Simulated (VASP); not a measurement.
VASP runs on Mg$_{2}$Si (antifluorite) share one base input (PBE GGA, plane waves, VASP's PBE PAW potentials (set 64)) and change the settings named in each case.

### INCAR
```
! general
SYSTEM=Mg2Si
PREC  =Accurate
ENCUT =400
LREAL =.FALSE.
LASPH =.TRUE.

! electronic loop
EDIFF =1E-6
NELM  =100
ALGO  =Normal

! smearing
ISMEAR=0
SIGMA =0.05

! functional
GGA   =PE

! ions
ISIF  =2

! output
LWAVE =.FALSE.
LCHARG=.FALSE.
```

POSCAR:
```
Mg2Si
1.0
  0.0000000000   3.2385000000   3.2385000000
  3.2385000000   0.0000000000   3.2385000000
  3.2385000000   3.2385000000   0.0000000000
Mg Si
2 1
Cartesian
  1.6192500000   1.6192500000   1.6192500000
  4.8577500000   4.8577500000   4.8577500000
  0.0000000000   0.0000000000   0.0000000000
```

**KPOINTS**
```
K-points
0
Gamma
6 6 6
```

POTCAR, in this order: Mg Si (PBE.64 set). Program: vasp_std.

| change | E(σ→0) (eV/atom) | pressure (GPa) | gap on the mesh (eV) | −TS (eV) |
|---|---|---|---|---|
| base run | -2.9545 | -2.70 | 0.27 | 0.0000 |
| ISMEAR = 1, SIGMA = 0.5 | -2.9538 | -2.73 | 0.27 | 0.0212 |
| SIGMA = 0.01 | -2.9545 | -2.70 | 0.27 | 0.0000 |
| ISMEAR = 1 | -2.9545 | -2.70 | 0.27 | 0.0000 |
| ISMEAR = 2, SIGMA = 0.1 | -2.9545 | -2.70 | 0.27 | 0.0000 |
| ISMEAR = -1, SIGMA = 0.5 | -2.9232 | -1.87 | 0.34 | -0.7239 |
| ISMEAR = -1, SIGMA = 0.02 | -2.9545 | -2.70 | 0.27 | 0.0000 |
| ISMEAR = -5, SIGMA removed | -2.9545 | -2.70 | 0.27 | 0.0000 |
| ISMEAR = -4, SIGMA removed | -2.9545 | -2.70 | 0.27 | 0.0000 |

Left out are runs that ran out of time, are held back, or changed the cell or the kind of run, fixed moments of cells without a moment, rows past the twelfth, gaps on odd meshes, pressures of charged cells and columns that move by less than the noise.

The compound is Mg2Si in the antifluorite structure. The cell was not relaxed at this level.
